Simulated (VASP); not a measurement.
```xyz
5
Lattice="4.0569 0.0000 0.0000 0.0000 4.0569 0.0000 0.0000 0.0000 4.0569" Properties=species:S:1:pos:R:3 pbc="T T T"
Rb     0.0000     0.0000     0.0000
Mg     2.0285     2.0285     2.0285
F      0.0000     2.0285     2.0285
F      2.0285     0.0000     2.0285
F      2.0285     2.0285     0.0000
```

Method: PBEsol GGA with spin-orbit coupling, VASP's PBE PAW potentials (set 64) (plane waves; VASP). Settings: 520 eV cut-off, 5×5×5 Γ-centred mesh, Gaussian smearing of 0.050 eV, potentials Rb_sv Mg F.

Give the energies of bands 21 to 34 at the high-symmetry points, in eV from the valence-band maximum.

```tsv
band	Γ	X	M	R
21	-0.62	-1.32	-1.10	-1.09
22	-0.62	-1.32	-1.10	-1.09
23	-0.62	-0.87	-1.03	-0.98
24	-0.62	-0.87	-1.03	-0.98
25	-0.59	-0.71	-1.02	-0.98
26	-0.59	-0.71	-1.02	-0.98
27	-0.25	-0.64	-0.58	-0.03
28	-0.25	-0.64	-0.58	-0.03
29	-0.14	-0.55	-0.56	0.00
30	-0.14	-0.55	-0.56	0.00
31	-0.14	-0.51	-0.03	0.00
32	-0.14	-0.51	-0.03	0.00
33	7.13	9.96	10.44	9.98
34	7.13	9.96	10.44	9.98
```

The gap is indirect, 7.13 eV, from the valence maximum at R to the conduction minimum at Γ.

The structure comes from a computed database's RbMgF3 entry (Pm-3m); how it stands against other phases isn't given here. The cell was not relaxed at this level.
